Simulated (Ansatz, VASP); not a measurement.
# SrSbPt in VASP and in Ansatz

```
Sr Sb Pt
1.0
     4.47795    0.00000    0.00000
    -2.23897    3.87801    0.00000
     0.00000    0.00000    4.36894
Sr Sb Pt
1 1 1
Direct
  0.00000 0.00000 0.00000
  0.66667 0.33333 0.50000
  0.33333 0.66667 0.50000
```

Alike in both runs: functional LDA; k mesh 9 × 9 × 7; occupations fermi-dirac, width 0.05 eV; no spin polarisation.

Ansatz relaxed the structure, and its values are those at the end. VASP's run is a single point on that final structure, the one shown.

|  | VASP | Ansatz |
| --- | --- | --- |
| version | VASP 6.6.1 | Ansatz 0.2.0 |
| potentials or method | VASP PAW LDA potentials, release 64 (Sr_sv, Sb, Pt) | PAW with Ansatz's default frozen-core files, scalar-relativistic |
| plane-wave cutoff (eV) | 520 | 420 |
| valence electrons in the cell | 25 | 43 |

Ansatz gave:

| Quantity | Value |
| --- | --- |
| pressure (GPa) | 0.0 |

Question: What did VASP give for the same quantities?

Answer: Pressure (GPa): 0.3.

The two sets of potentials don't hold the same shells in valence. Ansatz warned: «gradients_without_spin_orbit».

Spin-orbit coupling is left out, which matters for the levels of Pt, Sb.
